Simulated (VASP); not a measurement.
Data:

```yaml
crystal:
  lattice:
    - [3.92877, 0.00000, 0.00000]
    - [-1.96438, 3.40241, 0.00000]
    - [0.00000, 0.00000, 3.69219]
  atoms:
    - { symbol: Cu, position: [0.00000, 0.00000, 0.00000] }
    - { symbol: I, position: [0.66667, 0.33333, 0.50000] }
```

Calculation: r2SCAN meta-GGA, VASP's PBE PAW potentials (set 64) (plane waves; VASP). Run with 400 eV cut-off, 7×7×7 Γ-centred mesh, Gaussian smearing of 0.050 eV, potentials Cu I.

### Question
What does the run give for the energy per atom (σ→0)?

### Answer

```json
{
 "energy per atom (σ→0)": "-17.470 eV/atom"
}
```

Only differences to runs with the same potentials and settings are physical.

The structure was generated: CuI was put into the WC type (P-6m2), which need not be its known phase. It was relaxed first, which changed the volume by +9 %. The start is the result of an earlier pass.
